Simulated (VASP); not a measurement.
These are PBEsol GGA, VASP's PBE PAW potentials (set 64) (plane waves; VASP) values and carry that method's errors.

VASP input:

### INCAR
```
GGA=PS   # PBEsol
ENCUT=400   # plane-wave cut-off (eV)
LCHARG=.False.
LREAL=.False.   # projection in real space or not
LORBIT=11   # lm-projected
LWAVE=.False.
SIGMA=0.05   # width (eV)
SYSTEM=Cu
ALGO=Normal   # blocked Davidson
EDIFF=1E-7   # SCF stop (eV)
ISMEAR=0   # Gaussian
LMAXMIX=4   # l cut-off of mixed one-centre charges
LASPH=.True.
PREC=Accurate
NELM=100
ICHARG=11   # fixed density
```

File KPOINTS:
```
k-points along high-symmetry lines
15
Line-mode
Reciprocal
  0.000000   0.000000   0.000000 ! GAMMA
  0.500000   0.000000   0.500000 ! X

  0.500000   0.000000   0.500000 ! X
  0.625000   0.250000   0.625000 ! U

  0.375000   0.375000   0.750000 ! K
  0.000000   0.000000   0.000000 ! GAMMA

  0.000000   0.000000   0.000000 ! GAMMA
  0.500000   0.500000   0.500000 ! L

  0.500000   0.500000   0.500000 ! L
  0.500000   0.250000   0.750000 ! W

  0.500000   0.250000   0.750000 ! W
  0.500000   0.000000   0.500000 ! X
```

### POSCAR
```
Cu
1
   -0.0000000000     2.6128022069     2.6128022069
    2.6128022069     0.0000000000     2.6128022069
    2.6128022069     2.6128022069    -0.0000000000
Cu
2
Direct
  0.7500000000   0.7500000000   0.7500000000
  0.5000000000   0.5000000000   0.5000000000
```

POTCAR, in this order: Cu (PBE.64 set). Program: vasp_std. Read from the step before: CHGCAR.

What VASP printed:

File OSZICAR:
```
       N       E                     dE             d eps       ncg     rms          rms(c)
DAV:   1     0.124437621437E+03    0.12444E+03   -0.93007E+03  2724   0.195E+03
DAV:   2    -0.167854057073E+01   -0.12612E+03   -0.12088E+03  2700   0.295E+02
DAV:   3    -0.578886955620E+01   -0.41103E+01   -0.40530E+01  3351   0.867E+01
DAV:   4    -0.582903947808E+01   -0.40170E-01   -0.40161E-01  3085   0.819E+00
DAV:   5    -0.582994666841E+01   -0.90719E-03   -0.90718E-03  3558   0.106E+00
DAV:   6    -0.582997934253E+01   -0.32674E-04   -0.32674E-04  3287   0.166E-01
DAV:   7    -0.582998096099E+01   -0.16185E-05   -0.16184E-05  3535   0.340E-02
DAV:   8    -0.582998103635E+01   -0.75366E-07   -0.75134E-07  2657   0.615E-03
   1 F= -.58299810E+01 E0= -.58259019E+01  d E =-.815833E-02
```

**OUTCAR**
```
 val. band max:        3.4377109216   @ k =   0.5446   0.0893   0.5446

 cond. band min:       3.4460824423   @ k =   0.5000   0.3214   0.6786



 k-point     1 :       0.0000    0.0000    0.0000
  band No.  band energies     occupation
      1      -3.5019      2.00000
      2      -0.0146      2.00000
      3      -0.0146      2.00000
      4      -0.0146      2.00000
      5       0.0065      2.00000
      6       0.0065      2.00000
      7       1.1887      2.00000
      8       1.1887      2.00000
      9       1.1887      2.00000
     10       1.9183      2.00000
     11       1.9183      2.00000
     12      13.3888      0.00000
     13      13.3888      0.00000
     14      13.3888      0.00000
     15      14.2298      0.00000

 k-point     2 :       0.0357    0.0000    0.0357
  band No.  band energies     occupation
      1      -3.4737      2.00000
      2      -0.0712      2.00000
      3      -0.0130      2.00000
      4      -0.0130      2.00000
      5       0.0130      2.00000
      6       0.0645      2.00000
      7       1.1692      2.00000
      8       1.1938      2.00000
      9       1.1938      2.00000
     10       1.9130      2.00000
     11       1.9241      2.00000
     12      12.9101      0.00000
     13      12.9101      0.00000
     14      13.2343      0.00000
     15      14.0735      0.00000

 k-point     3 :       0.0714    0.0000    0.0714
  band No.  band energies     occupation
      1      -3.3890      2.00000
      2      -0.1351      2.00000
      3      -0.0090      2.00000
      4      -0.0090      2.00000
      5       0.0326      2.00000
      6       0.1326      2.00000
      7       1.1134      2.00000
      8       1.2094      2.00000
      9       1.2094      2.00000
     10       1.8968      2.00000
     11       1.9386      2.00000
     12      12.1959      0.00000
     13      12.1959      0.00000
     14      12.8363      0.00000
     15      13.7214      0.00000

...
```

The density is held fixed in this step, so its total energy and stress have no physical meaning.

The structure was generated: Cu was put into the diamond type (Fd-3m), which need not be its known phase. It was relaxed first, which changed the volume by +12 %.
